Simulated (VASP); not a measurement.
VASP input:

**INCAR**
```
SYSTEM = TaTe
PREC = Accurate
ENCUT = 400
EDIFF = 1E-6
NELM = 100
ALGO = Normal
LREAL = .FALSE.
LASPH = .TRUE.
ISMEAR = 0
SIGMA = 0.05
GGA = PE
LMAXMIX = 6
LWAVE = .FALSE.
LCHARG = .FALSE.
ISIF = 2
```

### POSCAR
```
TaTe
1
    3.4197480000     0.0000000000     0.0000000000
    0.0000000000     3.4197480000     0.0000000000
    0.0000000000     0.0000000000     3.4197480000
Ta Te
1 1
Direct
  0.0000000000   0.0000000000   0.0000000000
  0.5000000000   0.5000000000   0.5000000000
```

**KPOINTS**
```
k-points along high-symmetry lines
6
Line-mode
Reciprocal
  0.000000   0.000000   0.000000 ! GAMMA
  0.000000   0.500000   0.000000 ! X

  0.000000   0.500000   0.000000 ! X
  0.500000   0.500000   0.000000 ! M

  0.500000   0.500000   0.000000 ! M
  0.000000   0.000000   0.000000 ! GAMMA

  0.000000   0.000000   0.000000 ! GAMMA
  0.500000   0.500000   0.500000 ! R

  0.500000   0.500000   0.500000 ! R
  0.000000   0.500000   0.000000 ! X

  0.500000   0.500000   0.500000 ! R
  0.500000   0.500000   0.000000 ! M
```

POTCAR, in this order: Ta_pv Te (PBE.64 set). Program: vasp_std.

What VASP printed:

File standard output:
```
 POSCAR found type information on POSCAR TaTe
 POSCAR found :  2 types and       2 ions
 Reading from existing POTCAR
 Reading from existing POTCAR
 LDA part: xc-table for (Slater+PW92), standard interpolation
 POSCAR, INCAR and KPOINTS ok, starting setup
 WAVECAR not read
 entering main loop
       N       E                     dE             d eps       ncg     rms          rms(c)
DAV:   1     0.830102656948E+02    0.83010E+02   -0.74166E+03   864   0.104E+03
DAV:   2    -0.113168479876E+02   -0.94327E+02   -0.90727E+02  1032   0.260E+02
DAV:   3    -0.144426452407E+02   -0.31258E+01   -0.29863E+01  1136   0.426E+01
DAV:   4    -0.144907754806E+02   -0.48130E-01   -0.48047E-01  1012   0.533E+00
DAV:   5    -0.144918832782E+02   -0.11078E-02   -0.11074E-02  1140   0.747E-01    0.132E+01
DAV:   6    -0.139861063772E+02    0.50578E+00   -0.19224E+00   984   0.106E+01    0.640E+00
DAV:   7    -0.139494557736E+02    0.36651E-01   -0.74097E-02  1008   0.195E+00    0.310E+00
DAV:   8    -0.139405934666E+02    0.88623E-02   -0.32173E-02   992   0.126E+00    0.270E-01
DAV:   9    -0.139404046166E+02    0.18885E-03   -0.97601E-04  1056   0.224E-01    0.180E-01
DAV:  10    -0.139403965744E+02    0.80422E-05   -0.46942E-04  1028   0.147E-01    0.317E-02
DAV:  11    -0.139403817650E+02    0.14809E-04   -0.54938E-05  1064   0.468E-02    0.183E-02
DAV:  12    -0.139403812734E+02    0.49160E-06   -0.50455E-06  1084   0.128E-02
   1 F= -.13940381E+02 E0= -.13939158E+02  d E =-.244636E-02
```

**OUTCAR**
```
------------------------ aborting loop because EDIFF is reached ----------------------------------------
  FORCE on cell =-STRESS in cart. coord.  units (eV):
  Direction    XX          YY          ZZ          XY          YZ          ZX
  --------------------------------------------------------------------------------------
  Total       -0.0127973     -0.0127973     -0.0127973      0.0000000     -0.0000000      0.0000000
  in kB       -0.5126821     -0.5126821     -0.5126821      0.0000000     -0.0000000      0.0000000
  external PRESSURE =      -0.5126821 kB  Pullay stress =       0.0000000 kB
  volume of cell :       39.99
      direct lattice vectors                 reciprocal lattice vectors
     3.419748000  0.000000000  0.000000000     0.292419207  0.000000000  0.000000000
     0.000000000  3.419748000  0.000000000     0.000000000  0.292419207  0.000000000
     0.000000000  0.000000000  3.419748000     0.000000000  0.000000000  0.292419207
 POSITION                                       TOTAL-FORCE (eV/Angst)
 -----------------------------------------------------------------------------------
      0.00000      0.00000      0.00000         0.000000      0.000000      0.000000
      1.70987      1.70987      1.70987         0.000000      0.000000      0.000000
 -----------------------------------------------------------------------------------
    total drift:                               -0.000000      0.000000      0.000000
  FREE ENERGIE OF THE ION-ELECTRON SYSTEM (eV)
  ---------------------------------------------------
  free  energy   TOTEN  =       -13.9403812734 eV

  energy  without entropy=      -13.9379349097  energy(sigma->0) =      -13.93915809
```
(Selected blocks of OUTCAR.)

Q: Read input and log: which fault does this run have?
A) the lattice vectors form a left-handed set
B) Methfessel-Paxton smearing was used on a material with a gap
C) molecular dynamics (IBRION = 0) was asked for without POTIM
D) a line-mode KPOINTS file was used for a self-consistent run

A: D, a line-mode KPOINTS file was used for a self-consistent run. The run ends without an error. Against the sound run, the energy per atom (σ→0) goes up by 0.294 eV/atom; the pressure increases by 0.05 GPa.

To mend it, correct KPOINTS.
File KPOINTS:
```
Automatic mesh
0
Gamma
6 6 6
0 0 0
```
The mended run (PBE GGA, plane waves, VASP's PBE PAW potentials (set 64)) converges, and its OSZICAR ends with
```
   1 F= -.14530460E+02 E0= -.14527935E+02  d E =-.504946E-02
```

The structure was generated: TaTe was put into the CsCl type (Pm-3m), which need not be its known phase. The cell was not relaxed at this level. The electron count is odd and the run is not spin-polarised, which forces a metal.
